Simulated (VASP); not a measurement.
All values below come from PBEsol GGA, VASP's PBE PAW potentials (set 64) (plane waves; VASP 6.6.1).

The input files of a VASP run:

File POSCAR:
```
N2
1
    4.1473630000     0.0000000000     0.0000000000
    0.0000000000     4.1473630000     0.0000000000
    0.0000000000     0.0000000000     5.4287720000
N
4
Direct
  0.9042800000   0.9042800000   0.0000000000
  0.0957200000   0.0957200000   0.0000000000
  0.5957200000   0.4042800000   0.5000000000
  0.4042800000   0.5957200000   0.5000000000
```

**KPOINTS**
```
kpoints
0
gamma
  6 6 4
0 0 0
```

**INCAR**
```
SYSTEM = N2
PREC = Accurate
ENCUT = 400
EDIFF = 1E-6
NELM = 100
ALGO = Normal
LREAL = .FALSE.
LASPH = .TRUE.
ISMEAR = 0
SIGMA = 0.01
GGA = PS
LWAVE = .FALSE.
LCHARG = .FALSE.
ISIF = 2
```

POTCAR, in this order: N (PBE.64 set). Program: vasp_std.

At this cut-off the stress carries a Pulay error, which pulls relaxed volumes low.

Q: Estimate the energy per atom (σ→0), pressure, largest force, band gap (on the k-mesh).

A: 
- energy per atom (σ→0): -8.519 eV/atom
- band gap (on the k-mesh): 6.73 eV
- pressure: -4.96 GPa
- largest force: 1.133 eV/Å

File OSZICAR:
```
...
DAV:   7    -0.340815430345E+02    0.25760E+00   -0.10531E+00   996   0.783E+00    0.161E+00
DAV:   8    -0.340776322953E+02    0.39107E-02   -0.90574E-02   840   0.227E+00    0.255E-01
DAV:   9    -0.340774494805E+02    0.18281E-03   -0.39430E-03   846   0.483E-01    0.113E-01
DAV:  10    -0.340776367801E+02   -0.18730E-03   -0.57066E-04  1020   0.197E-01    0.428E-02
DAV:  11    -0.340776270906E+02    0.96895E-05   -0.46764E-05   876   0.628E-02    0.541E-03
DAV:  12    -0.340776284234E+02   -0.13328E-05   -0.53437E-06   948   0.200E-02    0.784E-03
DAV:  13    -0.340776289422E+02   -0.51885E-06   -0.25918E-07   420   0.533E-03
   1 F= -.34077629E+02 E0= -.34077629E+02  d E =-.192824E-46
```

The structure comes from a computed database's N2 entry (P4_2/mnm); how it stands against other phases isn't given here. The cell was not relaxed at this level.
